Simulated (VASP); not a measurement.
Crystal: RuSe.

```
Ru Se
1.0
     3.18769    0.00000    0.00000
     0.00000    3.18769    0.00000
     0.00000    0.00000    3.18769
Ru Se
1 1
Direct
  0.00000 0.00000 0.00000
  0.50000 0.50000 0.50000
```

The cell comes from a database or a generator and needn't be the stable form of this composition.

| Property | Result |
| --- | --- |
| Program | VASP 6.6.1 |
| Task | relaxation of cell and atoms |
| Functional | LDA |
| Potentials or basis | VASP PAW LDA potentials, release 64 (Ru_pv, Se) |
| Cutoff | 600 eV |
| k mesh | 8 × 8 × 8 |
| Occupations | fermi-dirac, width 0.05 eV |
| Spin | no spin polarisation |

At the start: pressure -18.2 GPa; volume 16.20 Å³/atom.

**Question.** How do energy, volume and symmetry change on relaxing?

**Answer.** Over 7 steps the energy falls by 108.9 meV/atom and the volume is 14.48 Å³/atom (-10.6 %); space group Pm-3m (No. 221, to 0.05 Å).

Step by step:
```
step  energy change (eV)  largest force (eV/Å)  pressure (GPa)  volume (Å³)
   1              0.0000                0.0000          -18.18        32.39
   2              0.4148                0.0000           53.18        24.52
   3             -0.2172                0.0000           -1.21        29.13
   4             -0.2178                0.0000           -0.28        29.00
   5             -0.2178                0.0000            0.21        28.93
   6             -0.2177                0.0000           -0.31        29.00
   7             -0.2178                0.0000            0.00        28.96
```

Final structure:
```xyz
2
Lattice="3.0710 0.0000 0.0000 0.0000 3.0710 0.0000 0.0000 0.0000 3.0710" Properties=species:S:1:pos:R:3 pbc="T T T"
Ru    0.0000    0.0000    3.0710
Se    1.5355    1.5355    1.5355
```
